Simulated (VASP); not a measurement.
# Cl on W(110): which site?, part 5 of 7

Where does Cl sit on W(110), and how strongly does it bind?

VASP 6.6.1, plane waves and PAW; the level of theory is named at each step.

So far. Step 6 (Relaxing the atoms): Energy at zero smearing: -3.82213 eV. Step 7 (Relaxing the adsorbate, site ontop): The run ended after 23 ionic steps, 2.661 eV below its first step, once the forces on the free atoms met EDIFFG = -0.03.

### Step 8. Potential and states with the adsorbate, site ontop

Level of this step: PBEsol, no spin polarisation; plane waves and PAW (W, Cl) (VASP).

A static run like the clean slab's shows how the vacuum level shifts, by charge transfer, by any dipole of the adsorbate and by the slab's own rearrangement.

File INCAR:

```
SYSTEM = W12Cl
PREC = Normal
ENCUT = 320
EDIFF = 1E-06
NELM = 120
ISMEAR = 1
SIGMA = 0.15
LREAL = Auto
ALGO = Fast
GGA = PS
NBANDS = 52
LASPH = .TRUE.
LORBIT = 11
LWAVE = .FALSE.
LCHARG = .FALSE.
KPAR = 2
NCORE = 2
IDIPOL = 3
LDIPOL = .TRUE.
DIPOL = 0.5 0.5 0.515
LVHAR = .TRUE.
LVACPOTAV = .TRUE.
NEDOS = 1500
```

File POSCAR:

```
W12Cl
1.0
    6.2883230688      0.0000000000      0.0000000000
    3.1441615344      4.4465158842      0.0000000000
    0.0000000000      0.0000000000     19.4465158842
W Cl
12 1
Selective dynamics
Direct
    0.0000000000      0.0000000000      0.3856732000  F F F
    0.5000000000      0.0000000000      0.3856732000  F F F
    0.0000000000      0.5000000000      0.3856732000  F F F
    0.5000000000      0.5000000000      0.3856732000  F F F
    0.7531684888      0.4936630225      0.4970389836  T T T
    0.2468315112      0.5063369775      0.4970389836  T T T
    0.7484679967      0.0000000000      0.4952328730  T T T
    0.2515320033      0.0000000000      0.4952328730  T T T
    0.0000000000      0.0000000000      0.6201791641  T T T
    0.5000000000      0.0000000000      0.6040331839  T T T
    0.0000000000      0.5000000000      0.6047135771  T T T
    0.5000000000      0.5000000000      0.6047135771  T T T
    0.0000000000      0.0000000000      0.7370414912  T T T
```

File KPOINTS:

```
Automatic mesh
0
Gamma
5 5 1
0 0 0
```

Potentials, in the order of the species: W and Cl (PBE family, release 64).

On the command line:

```
$ mpirun -np 4 vasp_std
```

The program printed:

```text
[... set-up lines as in an earlier step ...]
 entering main loop
       N       E                     dE             d eps       ncg     rms          rms(c)
DAV:   1     0.332811415022E+03    0.33281E+03   -0.22933E+04   936   0.822E+02
DAV:   2    -0.118527704535E+03   -0.45134E+03   -0.43159E+03  1352   0.218E+02
DAV:   3    -0.164406726303E+03   -0.45879E+02   -0.44320E+02  1064   0.717E+01
DAV:   4    -0.167806545743E+03   -0.33998E+01   -0.33261E+01  1552   0.164E+01
DAV:   5    -0.167896841049E+03   -0.90295E-01   -0.89819E-01  1448   0.296E+00    0.721E+01
RMM:   6    -0.160315320968E+03    0.75815E+01   -0.16169E+01  1043   0.123E+01    0.324E+01
RMM:   7    -0.166323067597E+03   -0.60077E+01   -0.20035E+01  1243   0.133E+01    0.132E+01
RMM:   8    -0.163149309243E+03    0.31738E+01   -0.28575E+01  1350   0.128E+01    0.105E+01
RMM:   9    -0.157838624927E+03    0.53107E+01   -0.58905E+00  1112   0.717E+00    0.422E+00
RMM:  10    -0.157836146904E+03    0.24780E-02   -0.15323E+00  1380   0.347E+00    0.314E+00
RMM:  11    -0.157816707428E+03    0.19439E-01   -0.20700E-01  1425   0.103E+00    0.280E+00
RMM:  12    -0.157850177344E+03   -0.33470E-01   -0.63271E-01  1494   0.181E+00    0.150E+00
RMM:  13    -0.157798087702E+03    0.52090E-01   -0.58447E-02  1179   0.743E-01    0.658E-01
RMM:  14    -0.157789250466E+03    0.88372E-02   -0.32421E-02  1356   0.439E-01    0.412E-01
RMM:  15    -0.157787356396E+03    0.18941E-02   -0.11807E-02  1475   0.236E-01    0.251E-01
RMM:  16    -0.157786045483E+03    0.13109E-02   -0.10875E-02  1431   0.208E-01    0.109E-01
RMM:  17    -0.157786216710E+03   -0.17123E-03   -0.19800E-03  1487   0.105E-01    0.649E-02
RMM:  18    -0.157786311939E+03   -0.95229E-04   -0.81159E-04  1467   0.569E-02    0.435E-02
RMM:  19    -0.157786323290E+03   -0.11351E-04   -0.16389E-04  1265   0.333E-02    0.306E-02
RMM:  20    -0.157786283581E+03    0.39708E-04   -0.91041E-05  1229   0.243E-02    0.178E-02
RMM:  21    -0.157786309443E+03   -0.25862E-04   -0.66463E-05  1346   0.173E-02    0.103E-02
RMM:  22    -0.157786348519E+03   -0.39076E-04   -0.16263E-05  1176   0.917E-03    0.689E-03
RMM:  23    -0.157786407720E+03   -0.59201E-04   -0.89644E-06  1043   0.764E-03    0.382E-03
RMM:  24    -0.157786465485E+03   -0.57765E-04   -0.81200E-06  1029   0.640E-03    0.411E-03
RMM:  25    -0.157786488466E+03   -0.22981E-04   -0.11369E-06   704   0.351E-03    0.282E-03
RMM:  26    -0.157786516036E+03   -0.27571E-04   -0.31963E-06   821   0.437E-03    0.227E-03
RMM:  27    -0.157786526137E+03   -0.10100E-04   -0.71435E-07   654   0.283E-03    0.249E-03
RMM:  28    -0.157786530313E+03   -0.41760E-05   -0.34123E-07   598   0.171E-03    0.134E-03
RMM:  29    -0.157786532684E+03   -0.23707E-05   -0.57237E-07   630   0.230E-03    0.135E-03
RMM:  30    -0.157786535073E+03   -0.23898E-05   -0.19464E-07   588   0.174E-03    0.888E-04
RMM:  31    -0.157786536693E+03   -0.16196E-05   -0.15894E-07   417   0.115E-03    0.676E-04
RMM:  32    -0.157786536864E+03   -0.17051E-06   -0.65717E-08   383   0.103E-03
 [... a notice as in an earlier step ...]

   1 F= -.15778654E+03 E0= -.15778764E+03  d E =0.329745E-02
```

Wall time 46 s (4 MPI ranks of AMD EPYC 7R43, shared host); peak memory 0.65 GiB; 2.6 min of CPU time.

From OUTCAR (step 8):

```text
   NELECT =      79.0000    total number of electrons

 dipolmoment           0.000000      0.000000      0.032909 electrons x Angstroem

 E-fermi :  -0.2569

 k-point     1 :       0.0000    0.0000    0.0000
  band No.  band energies     occupation
    ...
     31      -1.5386      2.00000
     32      -1.2324      2.00000
     33      -0.8656      2.00000
     34      -0.4890      2.05100
     35      -0.3511      1.86439
     36      -0.1231     -0.01997
     37       0.0637     -0.01001
     38       0.2856     -0.00000
     39       0.3092     -0.00000
     40       0.7873     -0.00000
    ...

  Total      -19.2937379    -11.8593865     -0.6607983      0.0000000      0.0000000      0.0000000
  in kB      -56.8499989    -34.9442969     -1.9470765      0.0000000      0.0000000      0.0000000
  external PRESSURE =     -31.2471241 kB  Pullay stress =       0.0000000 kB

 POSITION                                       TOTAL-FORCE (eV/Angst)
 -----------------------------------------------------------------------------------
      0.00000      0.00000      7.50000        -0.000000      0.000000      0.265023
      3.14416      0.00000      7.50000        -0.000000      0.000000      0.170054
      1.57208      2.22326      7.50000        -0.000000      0.000000     -0.212296
      4.71624      2.22326      7.50000        -0.000000      0.000000     -0.212296
      6.28832      2.19508      9.66568        -0.000000     -0.008421     -0.018852
      3.14416      2.25144      9.66568         0.000000      0.008421     -0.018852
      4.70661      0.00000      9.63055         0.021768      0.000000      0.011491
      1.58171      0.00000      9.63055        -0.021768      0.000000      0.011491
      0.00000      0.00000     12.06032        -0.000000      0.000000      0.012171
      3.14416      0.00000     11.74634        -0.000000      0.000000      0.017337
      1.57208      2.22326     11.75957        -0.000000      0.000000     -0.020968
      4.71624      2.22326     11.75957        -0.000000      0.000000     -0.020968
      0.00000      0.00000     14.33289        -0.000000      0.000000      0.016664
 -----------------------------------------------------------------------------------
    total drift:                               -0.000012     -0.000018     -0.012223

  FREE ENERGIE OF THE ION-ELECTRON SYSTEM (eV)
  ---------------------------------------------------
  free  energy   TOTEN  =      -157.7865368635 eV

  energy  without entropy=     -157.7898343132  energy(sigma->0) =     -157.78763601

 vacuum level on the upper side and lower side of the slab         4.952         4.738

[... 7 parts as in an earlier step ...]

[... 10 further parts left out ...]
```

Numbers from this step:

- electronic cycles: 32
- Fermi energy: -0.2569 eV
- dipole moment: 0, 0, 0.03291 e·Å
- vacuum levels: 4.952, 4.738 eV
- work functions of the upper and lower face: 5.209, 4.995 eV

The planar average of the electrostatic potential oscillates, so the rows of the table below give means over windows of 1 Å about each position, cut where the curve ends. Its maxima inside the range that stand out by 2 % of the span (Å: eV): 8.5: -3.46, 10.7: -3.33, 13.5: 2.98. Its minima: 7.6: -11.9, 9.6: -12.6, 11.8: -11.8, 14.3: -0.712.

Zero at the Fermi level. Planar average of the electrostatic potential against height; means over each step:

height (Å), planar average of the electrostatic potential (eV) and a bar from the least value:
```
        0        5.1 ##############################
        1        5.0 ##############################
        2        5.0 ##############################
        3        5.0 ##############################
        4        5.0 ##############################
        5        4.8 #############################
        6        2.6 #########################
        7       -7.6 #####
        8       -8.2 ####
        9       -7.3 ######
       10       -9.8 #
       11       -5.6 #########
       12      -10.1 
       13       -0.3 ###################
       14        0.8 #####################
       15        2.9 ##########################
       16        5.1 ##############################
       17        5.2 ##############################
       18        5.2 ##############################
       19        5.2 ##############################
```

Density of states in the PAW spheres, an atom over height of the layer and energy from the Fermi level.

Ten even steps from '_' (0.01 states/eV) to '@' (2.50 states/eV), each cell a mean:
```
--::..------__
==....----::__
--....====::..
--....--==::__
==::::==----__
++--::==--++__
==--::====--__
==----==++==..
==++++--==::..
++##%%++++::..
..----::::..__
::::::::::==@@
::----::--++##
::====::::----
::====--::::..
..----::..::::
..----........
______________
______________
______________
______________
______________
```
Columns: height of the layer (Å) from 7.5 to 14.3 (not evenly spaced); rows upwards: energy from the Fermi level (eV) from -7.9 to 0.5.

Force by atom:

| atom | x (eV/Å) | y (eV/Å) | z (eV/Å) | size |
| --- | --- | --- | --- | --- |
| W1 | 0.000 | 0.000 | 0.265 | 0.265 |
| W2 | 0.000 | 0.000 | 0.170 | 0.170 |
| W3 | 0.000 | 0.000 | -0.212 | 0.212 |
| W4 | 0.000 | 0.000 | -0.212 | 0.212 |
| W5 | 0.000 | -0.008 | -0.019 | 0.021 |
| W6 | 0.000 | 0.008 | -0.019 | 0.021 |
| W7 | 0.022 | 0.000 | 0.011 | 0.025 |
| W8 | -0.022 | 0.000 | 0.011 | 0.025 |
| W9 | 0.000 | 0.000 | 0.012 | 0.012 |
| W10 | 0.000 | 0.000 | 0.017 | 0.017 |
| W11 | 0.000 | 0.000 | -0.021 | 0.021 |
| W12 | 0.000 | 0.000 | -0.021 | 0.021 |
| Cl13 | 0.000 | 0.000 | 0.017 | 0.017 |

The map of layer states is cut here 0.5 eV above the Fermi level, so it leaves out the states above that.

At the end the adsorbate's closest contact with the slab is Cl-W at 2.27 Å, nearly straight above the slab's atom, and its lowest atom lies 2.27 Å above the highest atom of the slab.

The vacuum level lies 5.21 eV above the Fermi level at the upper face; the two faces differ by 0.21 eV, the step that the slab's dipole of 0.033 e·Å makes.

VASP counts the dipole in electrons times Å, so a positive number points the physical dipole along −c.

The program warns that it found no field-free vacuum at its default tolerance, so these levels carry more doubt.

On this mesh the fine structure of the density of states is sampling noise, and high empty states may be cut by the number of bands.

### Step 9. Relaxing the adsorbate, site shortbridge

File INCAR:

```
SYSTEM = W12Cl
PREC = Normal
ENCUT = 320
EDIFF = 1E-05
NELM = 120
ISMEAR = 1
SIGMA = 0.15
LREAL = Auto
ALGO = Fast
GGA = PS
NBANDS = 52
LASPH = .TRUE.
LORBIT = 11
LWAVE = .FALSE.
LCHARG = .FALSE.
KPAR = 2
NCORE = 2
IBRION = 2
NSW = 50
ISIF = 2
EDIFFG = -0.03
POTIM = 0.4
MAXMIX = 40
IDIPOL = 3
LDIPOL = .TRUE.
DIPOL = 0.5 0.5 0.51
```

File POSCAR:

```
W12Cl
1.0
    6.2883230688      0.0000000000      0.0000000000
    3.1441615344      4.4465158842      0.0000000000
    0.0000000000      0.0000000000     19.4465158842
W Cl
12 1
Selective dynamics
Direct
    0.0000000000      0.0000000000      0.3856732000  F F F
    0.5000000000      0.0000000000      0.3856732000  F F F
    0.0000000000      0.5000000000      0.3856732000  F F F
    0.5000000000      0.5000000000      0.3856732000  F F F
    0.7500000000      0.5000000000      0.4960352500  T T T
    0.2500000000      0.5000000000      0.4960352500  T T T
    0.7500000000      0.0000000000      0.4960352500  T T T
    0.2500000000      0.0000000000      0.4960352500  T T T
    0.0000000000      0.0000000000      0.6063704300  T T T
    0.5000000000      0.0000000000      0.6063704300  T T T
    0.0000000000      0.5000000000      0.6063704300  T T T
    0.5000000000      0.5000000000      0.6063704300  T T T
    1.0000000000      0.2500000000      0.6783627600  T T T
```

KPOINTS is that of step 8.

On the command line:

```
$ mpirun -np 4 vasp_std
```

The program printed:

```text
[... set-up lines as in an earlier step ...]
 entering main loop
       N       E                     dE             d eps       ncg     rms          rms(c)
DAV:   1     0.360439490855E+03    0.36044E+03   -0.23150E+04  1360   0.822E+02
DAV:   2    -0.111465291480E+03   -0.47190E+03   -0.45110E+03  1932   0.223E+02
DAV:   3    -0.160734714649E+03   -0.49269E+02   -0.47510E+02  1572   0.758E+01
DAV:   4    -0.164120678100E+03   -0.33860E+01   -0.33201E+01  2200   0.171E+01
[...]
RMM:  25    -0.153871714942E+03   -0.23372E-04   -0.24536E-06   666   0.451E-03    0.253E-03
RMM:  26    -0.153871726182E+03   -0.11240E-04   -0.12069E-06   555   0.374E-03    0.967E-04
RMM:  27    -0.153871732659E+03   -0.64774E-05   -0.10652E-06   588   0.354E-03
   1 F= -.15387173E+03 E0= -.15386882E+03  d E =-.153872E+03
[... from here on, the cycles between the ionic steps are left out ...]
   2 F= -.15416085E+03 E0= -.15416050E+03  d E =-.289116E+00
   3 F= -.15745044E+03 E0= -.15744253E+03  d E =-.357870E+01
   4 F= -.15745255E+03 E0= -.15744465E+03  d E =-.358081E+01
   5 F= -.15787420E+03 E0= -.15786830E+03  d E =-.421656E+00
   6 F= -.15798991E+03 E0= -.15798595E+03  d E =-.537365E+00
   7 F= -.15813042E+03 E0= -.15812670E+03  d E =-.140509E+00
   8 F= -.15815595E+03 E0= -.15815270E+03  d E =-.166036E+00
   9 F= -.15820130E+03 E0= -.15819855E+03  d E =-.453512E-01
  10 F= -.15820474E+03 E0= -.15820214E+03  d E =-.487969E-01
  11 F= -.15822660E+03 E0= -.15822395E+03  d E =-.218534E-01
  12 F= -.15823210E+03 E0= -.15822947E+03  d E =-.273566E-01
  13 F= -.15824139E+03 E0= -.15823844E+03  d E =-.929416E-02
  14 F= -.15824237E+03 E0= -.15823928E+03  d E =-.102694E-01
  15 F= -.15824404E+03 E0= -.15824086E+03  d E =-.167315E-02
  16 F= -.15824405E+03 E0= -.15824086E+03  d E =-.167705E-02
  17 F= -.15824423E+03 E0= -.15824104E+03  d E =-.182708E-03
 trial-energy change:   -0.000183  1 .order   -0.000176   -0.000548    0.000195
 step:   1.1790(harm=  1.1790)  dis= 0.00155  next Energy=  -158.244249 (dE=-0.202E-03)
 reached required accuracy - stopping structural energy minimisation
```

Elapsed: 5.6 min, on 4 MPI ranks; peak memory 0.8 GiB.

From OUTCAR (step 9):

```text
  Total      -17.9076365    -10.6267708     -0.7449090     -0.4049210      0.0000000      0.0000000
  in kB      -52.7657791    -31.3123310     -2.1949130     -1.1931208      0.0000000      0.0000000
  external PRESSURE =     -28.7576744 kB  Pullay stress =       0.0000000 kB

 POSITION                                       TOTAL-FORCE (eV/Angst)
 -----------------------------------------------------------------------------------
      0.00000      0.00000      7.50000         0.035489     -0.013537      0.047535
      3.14416      0.00000      7.50000         0.013933      0.154089     -0.047949
      1.57208      2.22326      7.50000        -0.035489      0.013537      0.047535
      4.71624      2.22326      7.50000        -0.013933     -0.154089     -0.047949
      6.28819      2.21480      9.64662        -0.002145      0.024996      0.010728
      3.14315      2.23485      9.64992         0.008817      0.013363     -0.002180
      7.86141      4.43492      9.64992        -0.008817     -0.013363     -0.002180
      1.57221      0.00846      9.64662         0.002145     -0.024996      0.010728
      3.14690      4.39259     11.86841         0.001409     -0.018328      0.001519
      6.29323      4.42982     11.75680         0.002821     -0.000702     -0.009727
      7.85767      2.27719     11.86841        -0.001409      0.018328      0.001519
      4.71134      2.23995     11.75680        -0.002821      0.000702     -0.009727
      0.78604      1.11163     13.88490        -0.000000      0.000000      0.000148
 -----------------------------------------------------------------------------------
    total drift:                                0.000001      0.000000     -0.026533

  FREE ENERGIE OF THE ION-ELECTRON SYSTEM (eV)
  ---------------------------------------------------
  free  energy   TOTEN  =      -158.2442294103 eV

  energy  without entropy=     -158.2346531369  energy(sigma->0) =     -158.24103732

[... 2 parts as in an earlier step ...]

[... 2 further parts left out ...]
[key lines of the parts left out:]
E-fermi :  -0.1318
```

The run keeps the 2 symmetry operations of its start, so it cannot find a distortion of lower symmetry.

Relaxation path:

| step | energy less that of the first step (eV) | largest force (eV/Å) |
| --- | --- | --- |
| 1 | 0.0000 | 17.5208 |
| 2 | -0.2891 | 11.5797 |
| 3 | -3.5787 | 2.2638 |
| 4 | -3.5808 | 2.2327 |
| 5 | -4.0025 | 1.5448 |
| 6 | -4.1182 | 1.2564 |
| 7 | -4.2587 | 0.5400 |
| 8 | -4.2842 | 0.6553 |
| 9 | -4.3296 | 0.3305 |
| 10 | -4.3330 | 0.3655 |
| 11 | -4.3549 | 0.2457 |
| 12 | -4.3604 | 0.2017 |
| 13 | -4.3697 | 0.0899 |
| 14 | -4.3706 | 0.1052 |
| 15 | -4.3723 | 0.0424 |
| 16 | -4.3723 | 0.0387 |
| 17 | -4.3725 | 0.0273 |

The atoms that moved most (Å):

| atom | dx | dy | dz | length |
| --- | --- | --- | --- | --- |
| Cl13 | 0.000 | 0.000 | 0.693 | 0.693 |
| W9 | 0.003 | -0.054 | 0.077 | 0.094 |
| W11 | -0.003 | 0.054 | 0.077 | 0.094 |
| W10 | 0.005 | -0.017 | -0.035 | 0.039 |
| W12 | -0.005 | 0.017 | -0.035 | 0.039 |
| W6 | -0.001 | 0.012 | 0.004 | 0.012 |
| W7 | 0.001 | -0.012 | 0.004 | 0.012 |
| W5 | 0.000 | -0.008 | 0.000 | 0.008 |

The relaxed structure:

```xyz
13
Lattice="6.2883 0.0000 0.0000 3.1442 4.4465 0.0000 0.0000 0.0000 19.4465" Properties=species:S:1:pos:R:3
W     0.0000    0.0000    7.5000
W     3.1442    0.0000    7.5000
W     1.5721    2.2233    7.5000
W     4.7162    2.2233    7.5000
W     6.2882    2.2148    9.6466
W     3.1432    2.2349    9.6499
W     4.7173   -0.0116    9.6499
W     1.5722    0.0085    9.6466
W     0.0027   -0.0539   11.8684
W     3.1491   -0.0167   11.7568
W     1.5693    2.2772   11.8684
W     4.7113    2.2400   11.7568
Cl    7.0744    1.1116   13.8849
```

The run ended after 17 ionic steps, 4.372 eV below its first step, once the forces on the free atoms met EDIFFG = -0.03.

(Part 5 of 7 ends here.)

[Lines on the potential files, build, host, timing and source positions are cut from VASP's logs without a mark.]

[Logs are printed without paths, hosts, clocks, repeated set-up lines and the standing remarks that a program may print on its own settings, such as how far it seeks lower states.]

[Hosts, paths, dates, database ids (printed as entryN), source tags and the programs' standing remarks are cut or masked in the printed files.]

[Runs that stopped without an error message from VASP are left out.]
